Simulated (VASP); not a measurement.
Input:

```
CELL_PARAMETERS angstrom
      0.00000     3.05039     3.05039
      3.05039     0.00000     3.05039
      3.05039     3.05039     0.00000
ATOMIC_POSITIONS crystal
  Pb 0.00000 0.00000 0.00000
  F  0.25000 0.25000 0.25000
  F  0.75000 0.75000 0.75000
```

All values below come from RPBE GGA, VASP's PBE PAW potentials (set 64) (plane waves; VASP). Run with 520 eV cut-off, 6×6×6 Γ-centred mesh, Gaussian smearing of 0.050 eV, potentials Pb_d F.

Give the energy at these volumes per atom, relative to the lowest: 17.71, 18.27, 18.84, 19.40, 19.97 Å³.

15.7, 4.1, 0.0, 1.9, 9.0 meV/atom. A third-order Birch-Murnaghan fit gives B0 = 56.6 GPa and B0′ = 5.0.

Measured: bulk modulus 64.0 GPa (computed value off by -11.5 %), a 5.940 Å (computed value off by +2.7 %), as given by E. Cadelano et al., The European Physical Journal B (2011), arXiv:1107.5962. The calculation is for a static lattice, while the measured bulk modulus, a hold thermal and zero-point effects, which are part of the difference.

The compound is PbF2 in the fluorite structure, the β form. It was relaxed first, which changed the volume by +8 %.
